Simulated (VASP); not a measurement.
## Ni: surface energy and work function by face

How do surface energy, work function and relaxation of Ni depend on the face?

Main program and level: VASP 6.6.1; PBEsol, spin-polarised from a ferromagnetic start (one magnetic atom a cell); plane waves and PAW (Ni), in the first sound run; inputs show where later runs differ.

### 1. The starting structure

It takes space group Fm-3m (No. 225, cubic). Conventional cell: a = 3.520 Å, b = 3.520 Å, c = 3.520 Å, α = 90.00°, β = 90.00°, γ = 90.00°. Nearest to Ni lie 12 Ni at 2.49 Å.

Coordinates:

```
Ni
1.0
     0.00000    1.76000    1.76000
     1.76000    0.00000    1.76000
     1.76000    1.76000    0.00000
Ni
1
Direct
  0.00000 0.00000 0.00000
```

### 2. The bulk reference, job relaxation, k-mesh 19×19×19

The bulk crystal is relaxed first, so that the slabs are cut at this functional's lattice.

Contents of INCAR:

```
SYSTEM = Ni
PREC = Accurate
ENCUT = 420
EDIFF = 1E-06
NELM = 120
ISMEAR = 1
SIGMA = 0.15
LREAL = .FALSE.
ALGO = Normal
GGA = PS
NBANDS = 12
ISPIN = 2
MAGMOM = 1
LASPH = .TRUE.
LMAXMIX = 4
LORBIT = 11
LWAVE = .FALSE.
LCHARG = .FALSE.
KPAR = 4
IBRION = 2
NSW = 30
ISIF = 3
EDIFFG = -0.01
POTIM = 0.4
```

Contents of POSCAR:

```
Ni
1.0
    0.0000000000      1.7600000000      1.7600000000
    1.7600000000      0.0000000000      1.7600000000
    1.7600000000      1.7600000000      0.0000000000
Ni
1
Direct
    0.0000000000      0.0000000000      0.0000000000
```

Contents of KPOINTS:

```
Automatic mesh
0
Gamma
19 19 19
0 0 0
```

The projector-augmented-wave data sets are Ni (PBE family, release 64).

The run is started by

```bash
$ mpirun -np 4 vasp_std
```

The log of the run:

```text
[banner, memory and clock lines left out]
running    4 mpi-ranks, on    1 nodes
 distrk:  each k-point on    1 cores,    4 groups
 distr:  one band on    1 cores,    1 groups

 POSCAR found type information on POSCAR Ni
 POSCAR found :  1 types and       1 ions
|                                                                             |
|               ----> ADVICE to this user running VASP <----                  |
|                                                                             |
|     You enforced a specific xc type in the INCAR file but a different       |
|     [... a line on the potential file left out ...]
|     I HOPE YOU KNOW WHAT YOU ARE DOING!                                     |
|                                                                             |

 LDA part: xc-table for (Slater+PW92), standard interpolation
 POSCAR, INCAR and KPOINTS ok, starting setup
 FFT: planning ... GRIDC
 FFT: planning ... GRID_SOFT
 FFT: planning ... GRID
 WAVECAR not read
 entering main loop
       N       E                     dE             d eps       ncg     rms          rms(c)
DAV:   1     0.257001159334E+02    0.25700E+02   -0.39238E+03 11156   0.907E+02
DAV:   2    -0.643529598026E+01   -0.32135E+02   -0.30175E+02 11340   0.154E+02
DAV:   3    -0.732873609791E+01   -0.89344E+00   -0.88847E+00 12100   0.289E+01
DAV:   4    -0.733547549797E+01   -0.67394E-02   -0.67383E-02 12200   0.221E+00
DAV:   5    -0.733561004357E+01   -0.13455E-03   -0.13454E-03 12416   0.298E-01    0.106E+01
DAV:   6    -0.653581224954E+01    0.79980E+00   -0.17222E+01 13368   0.550E+01    0.638E+00
DAV:   7    -0.613648658548E+01    0.39933E+00   -0.30096E+00 13288   0.211E+01    0.184E+00
DAV:   8    -0.612100962984E+01    0.15477E-01   -0.17699E-02 14480   0.112E+00    0.966E-01
DAV:   9    -0.611775681502E+01    0.32528E-02   -0.23600E-03 16032   0.356E-01    0.285E-01
DAV:  10    -0.611696112803E+01    0.79569E-03   -0.77018E-04 16360   0.182E-01    0.496E-02
DAV:  11    -0.611693945373E+01    0.21674E-04   -0.79756E-05 13724   0.917E-02    0.226E-02
DAV:  12    -0.611693975823E+01   -0.30451E-06   -0.33945E-06  9424   0.126E-02
   1 F= -.61169398E+01 E0= -.61167038E+01  d E =-.611694E+01  mag=     0.6413
 curvature:   0.00 expect dE= 0.000E+00 dE for cont linesearch  0.000E+00
 trial: gam= 0.00000 g(F)=  0.188E-63 g(S)=  0.592E-01 ort = 0.000E+00 (trialstep = 0.100E+01)
 search vector abs. value=  0.592E-01
 bond charge predicted
       N       E                     dE             d eps       ncg     rms          rms(c)
DAV:   1    -0.736130592627E+01   -0.12444E+01   -0.16353E+01 13208   0.551E+01    0.952E+00
DAV:   2    -0.644834753098E+01    0.91296E+00   -0.14012E+01 13384   0.500E+01    0.449E+00
DAV:   3    -0.615544418504E+01    0.29290E+00   -0.19875E+00 13324   0.180E+01    0.151E+00
DAV:   4    -0.613312425478E+01    0.22320E-01   -0.16229E-02 12692   0.836E-01    0.786E-01
DAV:   5    -0.612728825288E+01    0.58360E-02   -0.72491E-03 14584   0.526E-01    0.327E-01
DAV:   6    -0.612741147398E+01   -0.12322E-03   -0.61115E-04 12920   0.237E-01    0.116E-01
DAV:   7    -0.612738944837E+01    0.22026E-04   -0.65845E-05 14664   0.804E-02    0.247E-02
DAV:   8    -0.612738777055E+01    0.16778E-05   -0.16234E-06  9408   0.151E-02    0.881E-03
DAV:   9    -0.612738658390E+01    0.11866E-05   -0.45453E-07  5908   0.447E-03    0.412E-03
DAV:  10    -0.612738658516E+01   -0.12526E-08   -0.61544E-08  5572   0.304E-03
   2 F= -.61273866E+01 E0= -.61271648E+01  d E =-.104468E-01  mag=     0.5752
 trial-energy change:   -0.010447  1 .order   -0.008713   -0.059161    0.041734
 step:   0.6109(harm=  0.5864)  dis= 0.00000  next Energy=    -6.135404 (dE=-0.185E-01)
 bond charge predicted
       N       E                     dE             d eps       ncg     rms          rms(c)
DAV:   1    -0.632811366397E+01   -0.20073E+00   -0.26146E+00 13412   0.235E+01    0.370E+00
DAV:   2    -0.619644004539E+01    0.13167E+00   -0.25873E+00 13572   0.191E+01    0.190E+00
DAV:   3    -0.613964992642E+01    0.56790E-01   -0.36649E-01 13272   0.798E+00    0.618E-01
DAV:   4    -0.613581575659E+01    0.38342E-02   -0.30399E-03 12148   0.410E-01    0.332E-01
DAV:   5    -0.613541064534E+01    0.40511E-03   -0.10527E-03 14644   0.205E-01    0.759E-02
DAV:   6    -0.613541436213E+01   -0.37168E-05   -0.55629E-06 11772   0.229E-02    0.536E-02
DAV:   7    -0.613542452327E+01   -0.10161E-04   -0.81822E-06 13492   0.385E-02    0.771E-03
DAV:   8    -0.613542484020E+01   -0.31693E-06   -0.32533E-07  5868   0.736E-03
   3 F= -.61354248E+01 E0= -.61351296E+01  d E =-.184851E-01  mag=     0.6000
 curvature:  -0.29 expect dE=-0.146E-05 dE for cont linesearch -0.146E-05
 trial: gam=-0.00911 g(F)=  0.300E-62 g(S)=  0.500E-05 ort = 0.544E-03 (trialstep = 0.922E+00)
 search vector abs. value=  0.523E-09
 reached required accuracy - stopping structural energy minimisation
```

It took 55 s on 4 MPI ranks of Intel Xeon Platinum 8259CL at 2.50GHz (Skylake/Cascade Lake), shared host; peak memory 0.55 GiB.

The logs omit lines about the potential files and the build; timing stands in the text.

OUTCAR, selected parts (step 2):

```text
ion  position               nearest neighbor table
   1  0.000  0.000  0.000-

  LATTYP: Found a face centered cubic cell.
 ALAT       =     3.5200000000

 Subroutine GETGRP returns: Found 48 space group operations
 (whereof 48 operations were pure point group operations)

The static configuration has the point symmetry O_h .

 Found    220 irreducible k-points:

   k-points           NKPTS =    220   k-points in BZ     NKDIM =    220   number of bands    NBANDS=     12

   dimension x,y,z NGX =    18 NGY =   18 NGZ =   18
   dimension x,y,z NGXF=    36 NGYF=   36 NGZF=   36

   ENCUT  =  420.0 eV  30.87 Ry    5.56 a.u.   4.16  4.16  4.16*2*pi/ulx,y,z

   NELECT =      10.0000    total number of electrons

 k-points in reciprocal lattice and weights: Automatic mesh
   0.00000000  0.00000000  0.00000000       0.000
   0.05263158  0.00000000  0.00000000       0.001
   0.10526316  0.00000000  0.00000000       0.001
   0.15789474  0.00000000  0.00000000       0.001
   0.21052632  0.00000000  0.00000000       0.001
   0.26315789  0.00000000  0.00000000       0.001
   0.31578947  0.00000000  0.00000000       0.001
   0.36842105  0.00000000  0.00000000       0.001
   0.42105263  0.00000000  0.00000000       0.001
[...]
-0.31578947  0.47368421  0.21052632       0.003
  -0.26315789  0.47368421  0.21052632       0.003

 average (electrostatic) potential at core
       1 -81.2614

 E-fermi :   9.9033

 spin component 1
 k-point     1 :       0.0000    0.0000    0.0000
  band No.  band energies     occupation
    ...
      2       7.3556      1.00000
      3       7.3556      1.00000
      4       7.3556      1.00000
      5       8.6128      1.00000
      6       8.6128      1.00000
      7      34.0088      0.00000
      8      38.2329      0.00000
      9      38.2329      0.00000
     10      38.2329      0.00000
     11      41.3236      0.00000
    ...

 k-point     2 :       0.0526    0.0000    0.0000
  band No.  band energies     occupation
    ...
      2       7.3246      1.00000
      3       7.3818      1.00000
      4       7.3818      1.00000
      5       8.6011      1.00000
      6       8.6011      1.00000
      7      33.7065      0.00000
      8      36.7311      0.00000
      9      37.9745      0.00000
     10      37.9745      0.00000
     11      41.7035      0.00000
    ...

 k-point     3 :       0.1053    0.0000    0.0000
  band No.  band energies     occupation
    ...
      2       7.2397      1.00000
      3       7.4520      1.00000
      4       7.4520      1.00000
      5       8.5748      1.00000
      6       8.5748      1.00000
      7      32.1637      0.00000
      8      35.3824      0.00000
      9      37.4415      0.00000
     10      37.4415      0.00000
     11      42.4225      0.00000
    ...

 k-point     4 :       0.1579    0.0000    0.0000
  band No.  band energies     occupation
    ...
      2       7.1257      1.00000
      3       7.5381      1.00000
      4       7.5381      1.00000
      5       8.5611      1.00000
      6       8.5611      1.00000
      7      29.5743      0.00000
      8      34.9145      0.00000
      9      36.8918      0.00000
     10      36.8918      0.00000
     11      42.3702      0.00000
    ...

 k-point     5 :       0.2105    0.0000    0.0000
  band No.  band energies     occupation
    ...
      2       7.0247      1.00000
      3       7.5946      1.00000
      4       7.5946      1.00000
      5       8.6020      1.00000
      6       8.6020      1.00000
      7      26.8180      0.00000
      8      34.5189      0.00000
      9      36.4144      0.00000
     10      36.4144      0.00000
     11      42.5291      0.00000
    ...

 k-point     6 :       0.2632    0.0000    0.0000
  band No.  band energies     occupation
    ...
      2       7.0082      1.00000
      3       7.5890      1.00000
      4       7.5890      1.00000
      5       8.7236      1.00000
      6       8.7236      1.00000
      7      24.1305      0.00000
      8      34.0311      0.00000
      9      36.0316      0.00000
     10      36.0316      0.00000
     11      41.4739      0.00000
    ...

  Total       -0.0065745     -0.0065745     -0.0065745      0.0000000      0.0000000     -0.0000000
  in kB       -1.0165932     -1.0165932     -1.0165932      0.0000000      0.0000000     -0.0000000
  external PRESSURE =      -1.0165932 kB  Pullay stress =       0.0000000 kB

  energy-cutoff  :      420.00
  volume of cell :       10.36
      direct lattice vectors                 reciprocal lattice vectors
    -0.000000000  1.730339772  1.730339772    -0.288960589  0.288960589  0.288960589
     1.730339772  0.000000000  1.730339772     0.288960589 -0.288960589  0.288960589
     1.730339772  1.730339772 -0.000000000     0.288960589  0.288960589 -0.288960589

 POSITION                                       TOTAL-FORCE (eV/Angst)
 -----------------------------------------------------------------------------------
      0.00000      0.00000     -0.00000         0.000000      0.000000     -0.000000
 -----------------------------------------------------------------------------------
    total drift:                               -0.000000     -0.000000     -0.000000

  FREE ENERGIE OF THE ION-ELECTRON SYSTEM (eV)
  ---------------------------------------------------
  free  energy   TOTEN  =        -6.1354248402 eV

  energy  without entropy=       -6.1345391524  energy(sigma->0) =       -6.13512961

 reached required accuracy - stopping structural energy minimisation

 total charge
# of ion       s       p       d       tot
------------------------------------------
    1        0.522   0.548   8.335   9.404

 magnetization (x)
# of ion       s       p       d       tot
------------------------------------------
    1       -0.007  -0.024   0.637   0.606

[... 6 further parts left out ...]
```

CONTCAR:

```
Ni
   1.00000000000000
    -0.0000000000000000    1.7303397723699407    1.7303397723699407
     1.7303397723699407    0.0000000000000000    1.7303397723699407
     1.7303397723699407    1.7303397723699407   -0.0000000000000000
  Ni
     1
Direct
     0.0000000000000000    0.0000000000000000    0.0000000000000000
```

The cell holds one magnetic atom, so no antiferromagnetic order fits into it. The PAW data sets were made with PBE, which is usual practice but a small mismatch for other functionals. The run keeps the 48 symmetry operations of its start, so it cannot find a distortion of lower symmetry.

Relaxation path:

```
step  energy less that of the first step (eV)  largest force (eV/Å)  pressure (GPa)  volume (Å³)
   1                                   0.0000                0.0000          -10.50        10.90
   2                                  -0.0104                0.0000            8.06        10.03
   3                                  -0.0185                0.0000           -0.10        10.36
```

```
conventional cell, symmetrised  before  after  change
                         a (Å)   3.520  3.461  -1.7 %
                         b (Å)   3.520  3.461  -1.7 %
                         c (Å)   3.520  3.461  -1.7 %
              volume (Å³/atom)   10.90  10.36  -5.0 %
```

Final coordinates:

```xyz
1
Lattice="0.0000 1.7303 1.7303 1.7303 0.0000 1.7303 1.7303 1.7303 0.0000" Properties=species:S:1:pos:R:3 pbc="T T T"
Ni    0.0000    0.0000    0.0000
```

Numbers from this step:

```yaml
electronic_cycles: 30
electrons: 10
free_energy_toten: -6.135 eV
energy_at_zero_smearing: -6.135 eV
fermi_energy: 9.903 eV
moment_of_the_cell_from_the_last_line_of_the_log: 0.6 μB
metallic: yes
```

Spin moment in the PAW sphere by atom:

| atom | spin moment in the PAW sphere (μB) |
| --- | --- |
| Ni1 | 0.606 |

The run ended after 3 ionic steps, 0.018 eV below its first step, once forces and stress met EDIFFG = -0.01.

Energy at zero smearing: -6.13513 eV.

### 3. The bulk reference, job self-consistent run, k-mesh 23×23×23

Contents of INCAR:

```
SYSTEM = Ni
PREC = Normal
ENCUT = 320
EDIFF = 1E-06
NELM = 120
ISMEAR = 1
SIGMA = 0.15
LREAL = .FALSE.
ALGO = Fast
GGA = PS
NBANDS = 12
ISPIN = 2
MAGMOM = 1
LASPH = .TRUE.
LMAXMIX = 4
LORBIT = 11
LWAVE = .FALSE.
LCHARG = .FALSE.
KPAR = 4
```

Contents of POSCAR:

```
Ni
1.0
    0.0000000000      1.7303397724      1.7303397724
    1.7303397724      0.0000000000      1.7303397724
    1.7303397724      1.7303397724      0.0000000000
Ni
1
Direct
    0.0000000000      0.0000000000      0.0000000000
```

Contents of KPOINTS:

```
Automatic mesh
0
Gamma
23 23 23
0 0 0
```

The run is started by

```bash
$ mpirun -np 4 vasp_std
```

The log of the run:

```text
[banner, memory and clock lines left out]
running    4 mpi-ranks, on    1 nodes
 distrk:  each k-point on    1 cores,    4 groups
 distr:  one band on    1 cores,    1 groups

 POSCAR found type information on POSCAR Ni
 POSCAR found :  1 types and       1 ions
 [... a notice as in an earlier step ...]

 LDA part: xc-table for (Slater+PW92), standard interpolation
 POSCAR, INCAR and KPOINTS ok, starting setup
 FFT: planning ... GRIDC
 FFT: planning ... GRID_SOFT
 FFT: planning ... GRID
 WAVECAR not read
 entering main loop
       N       E                     dE             d eps       ncg     rms          rms(c)
DAV:   1     0.202718679139E+02    0.20272E+02   -0.33007E+03 18968   0.742E+02
DAV:   2    -0.676021584573E+01   -0.27032E+02   -0.25310E+02 18924   0.135E+02
DAV:   3    -0.733729265105E+01   -0.57708E+00   -0.57497E+00 20124   0.222E+01
DAV:   4    -0.734092279604E+01   -0.36301E-02   -0.36297E-02 20040   0.155E+00
DAV:   5    -0.734098248929E+01   -0.59693E-04   -0.59692E-04 20592   0.188E-01    0.110E+01
RMM:   6    -0.647418783283E+01    0.86679E+00   -0.27776E+00 21829   0.212E+01    0.631E+00
RMM:   7    -0.617312598709E+01    0.30106E+00   -0.36466E-01 21613   0.768E+00    0.223E+00
RMM:   8    -0.614954823703E+01    0.23578E-01   -0.64615E-03 25813   0.616E-01    0.994E-01
RMM:   9    -0.614713077529E+01    0.24175E-02   -0.71521E-04 24426   0.281E-01    0.249E-01
RMM:  10    -0.614640295293E+01    0.72782E-03   -0.32483E-04 23378   0.238E-01    0.472E-02
WARNING in EDDRMM: call to ZHEGV failed, returncode =   6  3     11
WARNING in EDDRMM: call to ZHEGV failed, returncode =   8  4     11
RMM:  11    -0.614638657851E+01    0.16374E-04   -0.64160E-05 25349   0.595E-02    0.285E-02
RMM:  12    -0.614638894949E+01   -0.23710E-05   -0.10547E-05 24131   0.212E-02    0.390E-03
RMM:  13    -0.614638911038E+01   -0.16089E-06   -0.11095E-06 16238   0.941E-03
   1 F= -.61463891E+01 E0= -.61462420E+01  d E =-.441436E-03  mag=     0.6054
```

Elapsed: 13 s, on 4 MPI ranks; peak memory 0.52 GiB; 46 s of CPU time.

Parts of OUTCAR (step 3):

```text
  LATTYP: Found a face centered cubic cell.
 ALAT       =     3.4606795448

The static configuration has the point symmetry O_h .

 Found    364 irreducible k-points:

   k-points           NKPTS =    364   k-points in BZ     NKDIM =    364   number of bands    NBANDS=     12

   dimension x,y,z NGX =    12 NGY =   12 NGZ =   12
   dimension x,y,z NGXF=    24 NGYF=   24 NGZF=   24

   ENCUT  =  320.0 eV  23.52 Ry    4.85 a.u.   3.57  3.57  3.57*2*pi/ulx,y,z

   NELECT =      10.0000    total number of electrons

 E-fermi :   9.9082

 spin component 1
 k-point     1 :       0.0000    0.0000    0.0000
  band No.  band energies     occupation
    ...
      2       7.3593      1.00000
      3       7.3593      1.00000
      4       7.3593      1.00000
      5       8.6178      1.00000
      6       8.6178      1.00000
      7      34.0146      0.00000
      8      38.2386      0.00000
      9      38.2386      0.00000
     10      38.2386      0.00000
     11      41.3565      0.00000
    ...

 k-point     2 :       0.0435    0.0000    0.0000
  band No.  band energies     occupation
    ...
      2       7.3381      1.00000
      3       7.3774      1.00000
      4       7.3774      1.00000
      5       8.6097      1.00000
      6       8.6097      1.00000
      7      33.8237      0.00000
      8      37.0855      0.00000
      9      38.0567      0.00000
     10      38.0567      0.00000
     11      41.6239      0.00000
    ...

 k-point     3 :       0.0870    0.0000    0.0000
  band No.  band energies     occupation
    ...
      2       7.2781      1.00000
      3       7.4279      1.00000
      4       7.4279      1.00000
      5       8.5896      1.00000
      6       8.5896      1.00000
      7      32.8901      0.00000
      8      35.7025      0.00000
      9      37.6457      0.00000
     10      37.6458      0.00000
     11      42.2578      0.00000
    ...

 k-point     4 :       0.1304    0.0000    0.0000
  band No.  band energies     occupation
    ...
      2       7.1908      1.00000
      3       7.4978      1.00000
      4       7.4978      1.00000
      5       8.5697      1.00000
      6       8.5697      1.00000
      7      30.9915      0.00000
      8      35.1257      0.00000
      9      37.1824      0.00000
     10      37.1824      0.00000
     11      42.3997      0.00000
    ...

  Total       -0.0000052     -0.0000052     -0.0000052      0.0000000      0.0000000     -0.0000000
  in kB       -0.0008036     -0.0008036     -0.0008036      0.0000000      0.0000000     -0.0000000
  external PRESSURE =      -0.0008036 kB  Pullay stress =       0.0000000 kB

  energy-cutoff  :      320.00
  volume of cell :       10.36
      direct lattice vectors                 reciprocal lattice vectors
     0.000000000  1.730339772  1.730339772    -0.288960589  0.288960589  0.288960589
     1.730339772  0.000000000  1.730339772     0.288960589 -0.288960589  0.288960589
     1.730339772  1.730339772  0.000000000     0.288960589  0.288960589 -0.288960589

 POSITION                                       TOTAL-FORCE (eV/Angst)
 -----------------------------------------------------------------------------------
      0.00000      0.00000      0.00000         0.000000      0.000000      0.000000
 -----------------------------------------------------------------------------------
    total drift:                               -0.000000     -0.000000     -0.000000

  FREE ENERGIE OF THE ION-ELECTRON SYSTEM (eV)
  ---------------------------------------------------
  free  energy   TOTEN  =        -6.1463891104 eV

  energy  without entropy=       -6.1459476744  energy(sigma->0) =       -6.14624197

 total charge
# of ion       s       p       d       tot
------------------------------------------
    1        0.522   0.549   8.322   9.394

 magnetization (x)
# of ion       s       p       d       tot
------------------------------------------
    1       -0.007  -0.024   0.642   0.611

[... 2 parts as in an earlier step ...]

[... 10 further parts left out ...]
```

This step gave:

```
electronic cycles                                 : 13
free energy (TOTEN)                               : -6.146 eV
energy at zero smearing                           : -6.146 eV
Fermi energy                                      : 9.908 eV
moment of the cell, from the last line of the log : 0.6054 μB
```

Energy at zero smearing: -6.14624 eV.

The run ends at a pressure of 0.00 GPa.

(Continued in part 2 of 6.)

[Lines on the potential files, build, host, timing and source positions are cut from VASP's logs without a mark.]

[Logs are printed without paths, hosts, clocks, repeated set-up lines and the standing remarks that a program may print on its own settings, such as how far it seeks lower states.]

[Hosts, paths, dates, database ids (printed as entryN), source tags and the programs' standing remarks are cut or masked in the printed files.]

[Runs that stopped without an error message from VASP are left out.]
